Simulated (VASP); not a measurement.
Data:

```
CELL_PARAMETERS angstrom
      0.00000     2.79487     2.79487
      2.79487     0.00000     2.79487
      2.79487     2.79487     0.00000
ATOMIC_POSITIONS crystal
  Hg 0.00000 0.00000 0.00000
  Se 0.25000 0.25000 0.25000
```

Computed with PBEsol GGA, VASP's PBE PAW potentials (set 64) (plane waves; VASP 6.6.1). Settings: 500 eV cut-off, 11×11×11 Γ-centred mesh, first-order Methfessel-Paxton smearing of 0.10 eV, potentials Hg Se.

Unless said otherwise, spin-orbit coupling is left out, though it shifts the bands of the heavy elements here.

Task: What does the run give for the energy per atom (σ→0), pressure, band gap (on the k-mesh) with the smallest direct gap where there is one?

Result: 
The band gap (on the k-mesh) is none (metal, semimetal or under 0.01 eV), the energy per atom (σ→0) comes out as -183.3 kJ/mol-atom and the pressure is 29.90 GPa.

Total energies compare only between runs with the same potentials, cut-off and functional.

The structure was generated: HgSe was put into the zinc blende type (F-43m), which need not be its known phase. It was relaxed first under an external pressure of 30 GPa.
